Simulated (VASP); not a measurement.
Level of theory: optB86b-vdW, VASP's PBE PAW potentials (set 64) (plane waves; VASP 6.6.1).

The input files of a VASP run:

POSCAR:
```
SiO2
1
    4.1938818509    -0.0000000000     0.0000000000
   -0.0000000000     4.1938818509     0.0000000000
    0.0000000000     0.0000000000     2.6825246477
Si O
2 4
Direct
  0.0000000000   0.0000000000   0.0000000000
  0.5000000000   0.5000000000   0.5000000000
  0.3057128375   0.3057128375   0.0000000000
  0.8057128375   0.1942871625   0.5000000000
  0.1942871625   0.8057128375   0.5000000000
  0.6942871625   0.6942871625   0.0000000000
```

**KPOINTS**
```
kpoints
0
G
 5 5 7
0 0 0
```

**INCAR**
```
# general
SYSTEM    =  SiO2
PREC      =  Accurate
ENCUT     =  520
LREAL     =  .FALSE.
LASPH     =  .TRUE.

# electronic loop
EDIFF     =  1E-6
NELM      =  100
ALGO      =  Normal

# smearing
ISMEAR    =  0
SIGMA     =  0.05

# functional
GGA       =  MK
LUSE_VDW  =  .TRUE.
AGGAC     =  0.0
PARAM1    =  0.1234
PARAM2    =  1.0

# ions
IBRION    =  2
NSW       =  60
ISIF      =  3
EDIFFG    =  -0.02

# output
LWAVE     =  .FALSE.
LCHARG    =  .FALSE.
```

POTCAR, in this order: Si O (PBE.64 set). Program: vasp_std.

What VASP printed:

OSZICAR:
```
       N       E                     dE             d eps       ncg     rms          rms(c)
DAV:   1     0.169191274172E+03    0.16919E+03   -0.18326E+04   984   0.154E+03
DAV:   2    -0.361107133594E+02   -0.20530E+03   -0.19887E+03  1324   0.319E+02
DAV:   3    -0.430541954114E+02   -0.69435E+01   -0.69240E+01  1152   0.631E+01
DAV:   4    -0.431081326508E+02   -0.53937E-01   -0.53869E-01  1136   0.639E+00
DAV:   5    -0.431087206449E+02   -0.58799E-03   -0.58789E-03  1116   0.651E-01    0.172E+01
DAV:   6    -0.383694539733E+02    0.47393E+01   -0.18991E+01  1068   0.308E+01    0.777E+00
DAV:   7    -0.383938552328E+02   -0.24401E-01   -0.54333E-01  1124   0.519E+00    0.297E+00
DAV:   8    -0.384057157366E+02   -0.11861E-01   -0.19568E-02  1068   0.149E+00    0.108E+00
DAV:   9    -0.384108698320E+02   -0.51541E-02   -0.75637E-03  1092   0.961E-01    0.225E-01
DAV:  10    -0.384110542256E+02   -0.18439E-03   -0.61341E-04  1112   0.205E-01    0.486E-02
DAV:  11    -0.384110210682E+02    0.33157E-04   -0.15347E-04  1112   0.948E-02    0.137E-02
DAV:  12    -0.384110217348E+02   -0.66659E-06   -0.63186E-06  1100   0.189E-02
   1 F= -.38411022E+02 E0= -.38411022E+02  d E =-.384110E+02
       N       E                     dE             d eps       ncg     rms          rms(c)
DAV:   1    -0.384850380211E+02   -0.74017E-01   -0.20017E+00  1076   0.128E+01    0.227E+00
DAV:   2    -0.384097561174E+02    0.75282E-01   -0.28708E-01  1068   0.413E+00    0.466E-01
DAV:   3    -0.384077811709E+02    0.19749E-02   -0.11120E-02  1076   0.762E-01    0.235E-01
DAV:   4    -0.384071013023E+02    0.67987E-03   -0.74454E-04  1088   0.221E-01    0.781E-02
DAV:   5    -0.384070262332E+02    0.75069E-04   -0.12218E-04  1104   0.844E-02    0.206E-02
DAV:   6    -0.384070248800E+02    0.13533E-05   -0.30426E-06   920   0.146E-02    0.485E-03
DAV:   7    -0.384070240374E+02    0.84253E-06   -0.77506E-07   620   0.675E-03
   2 F= -.38407024E+02 E0= -.38407024E+02  d E =0.399770E-02
       N       E                     dE             d eps       ncg     rms          rms(c)
DAV:   1    -0.384417449362E+02   -0.34720E-01   -0.67228E-01  1080   0.749E+00    0.132E+00
DAV:   2    -0.384167154771E+02    0.25029E-01   -0.94406E-02  1064   0.237E+00    0.276E-01
DAV:   3    -0.384160267884E+02    0.68869E-03   -0.39000E-03  1076   0.452E-01    0.130E-01
DAV:   4    -0.384158026027E+02    0.22419E-03   -0.26913E-04  1080   0.134E-01    0.413E-02
DAV:   5    -0.384157837125E+02    0.18890E-04   -0.39329E-05  1108   0.483E-02    0.129E-02
DAV:   6    -0.384157857802E+02   -0.20677E-05   -0.94593E-07   704   0.826E-03    0.229E-03
DAV:   7    -0.384157861477E+02   -0.36746E-06   -0.34059E-07   580   0.464E-03
   3 F= -.38415786E+02 E0= -.38415786E+02  d E =-.476441E-02
       N       E                     dE             d eps       ncg     rms          rms(c)
DAV:   1    -0.384158180133E+02   -0.32233E-04   -0.78638E-02   968   0.239E+00    0.746E-02
DAV:   2    -0.384159179766E+02   -0.99963E-04   -0.17448E-03  1132   0.330E-01    0.334E-02
DAV:   3    -0.384158992244E+02    0.18752E-04   -0.25715E-05  1120   0.503E-02    0.165E-02
DAV:   4    -0.384158954704E+02    0.37540E-05   -0.17359E-05  1100   0.381E-02    0.287E-03
DAV:   5    -0.384158956404E+02   -0.17007E-06   -0.23742E-06   800   0.124E-02
   4 F= -.38415896E+02 E0= -.38415896E+02  d E =-.109493E-03
```

**OUTCAR**
```
------------------------ aborting loop because EDIFF is reached ----------------------------------------
  FORCE on cell =-STRESS in cart. coord.  units (eV):
  Direction    XX          YY          ZZ          XY          YZ          ZX
  --------------------------------------------------------------------------------------
  Total        0.0319028      0.0319028     -0.0482631      0.0000000      0.0000000      0.0000000
  in kB        1.0724552      1.0724552     -1.6224280      0.0000000      0.0000000      0.0000000
  external PRESSURE =       0.1741608 kB  Pullay stress =       0.0000000 kB
  volume of cell :       47.66
      direct lattice vectors                 reciprocal lattice vectors
     4.205258425  0.000000000  0.000000000     0.237797514 -0.000000000  0.000000000
     0.000000000  4.205258425  0.000000000    -0.000000000  0.237797514  0.000000000
     0.000000000  0.000000000  2.695101128     0.000000000  0.000000000  0.371043591
 POSITION                                       TOTAL-FORCE (eV/Angst)
 -----------------------------------------------------------------------------------
      0.00000      0.00000      0.00000        -0.000000      0.000000      0.000000
      2.10263      2.10263      1.34755         0.000000      0.000000      0.000000
      1.28658      1.28658      2.69510        -0.011132     -0.011132      0.000000
      3.38921      0.81605      1.34755        -0.011132      0.011132     -0.000000
      0.81605      3.38921      1.34755         0.011132     -0.011132      0.000000
      2.91868      2.91868      0.00000         0.011132      0.011132     -0.000000
 -----------------------------------------------------------------------------------
    total drift:                                0.000000      0.000000      0.000000
  FREE ENERGIE OF THE ION-ELECTRON SYSTEM (eV)
  ---------------------------------------------------
  free  energy   TOTEN  =       -38.4158956404 eV

  energy  without entropy=      -38.4158956404  energy(sigma->0) =      -38.41589564

 reached required accuracy - stopping structural energy minimisation
```
(Selected blocks of OUTCAR.)

**CONTCAR**
```
SiO2
   1.00000000000000
     4.2052584251623211    0.0000000000000000    0.0000000000000000
     0.0000000000000000    4.2052584251623211    0.0000000000000000
     0.0000000000000000    0.0000000000000000    2.6951011275247003
  Si              O
     2     4
Direct
     0.0000000000000000    0.0000000000000000    0.0000000000000000
     0.5000000000000000    0.5000000000000000    0.5000000000000000
     0.3059451369792304    0.3059451369792304    1.0000000000000000
     0.8059451369792303    0.1940548630207696    0.5000000000000000
     0.1940548630207696    0.8059451369792303    0.5000000000000000
     0.6940548630207697    0.6940548630207697    0.0000000000000000
```

### OUTCAR
```
 val. band max:        7.8355178911   @ k =   0.0000   0.0000   0.0000

 cond. band min:      13.1448567657   @ k =   0.0000   0.0000   0.0000


 Fermi energy:         8.0965763482

 k-point     1 :       0.0000    0.0000    0.0000
  band No.  band energies     occupation
      1     -14.4256      2.00000
      2     -10.8924      2.00000
      3     -10.8924      2.00000
      4     -10.6466      2.00000
      5      -2.8611      2.00000
      6       1.5522      2.00000
      7       1.5522      2.00000
      8       1.7547      2.00000
      9       2.4976      2.00000
     10       2.8636      2.00000
     11       4.7486      2.00000
     12       4.7486      2.00000
     13       5.3347      2.00000
     14       6.9711      2.00000
     15       6.9711      2.00000
     16       7.8355      2.00000
     17      13.1449      0.00000
     18      14.4428      0.00000
     19      16.1553      0.00000
     20      16.1553      0.00000

 k-point     2 :       0.2000    0.0000    0.0000
  band No.  band energies     occupation
      1     -14.2210      2.00000
      2     -11.6949      2.00000
      3     -10.7906      2.00000
      4     -10.2712      2.00000
      5      -2.5752      2.00000
      6       0.6047      2.00000
      7       1.6917      2.00000
      8       2.4229      2.00000
      9       2.6536      2.00000
     10       3.5575      2.00000
     11       4.3907      2.00000
     12       4.8359      2.00000
     13       5.3900      2.00000
     14       6.1686      2.00000
     15       6.9064      2.00000
     16       7.5368      2.00000
     17      13.7571      0.00000
     18      14.7718      0.00000
     19      16.2657      0.00000
     20      16.2724      0.00000

 k-point     3 :       0.4000    0.0000    0.0000
  band No.  band energies     occupation
      1     -13.6308      2.00000
      2     -12.7339      2.00000
      3     -10.5334      2.00000
      4     -10.2744      2.00000
      5      -1.8143      2.00000
...
```

The compound is SiO2 in the rutile structure, stishovite, a high-pressure form. This run relaxes it. Symmetry was kept, so distortions that lower it aren't found. The start is the result of an earlier pass.
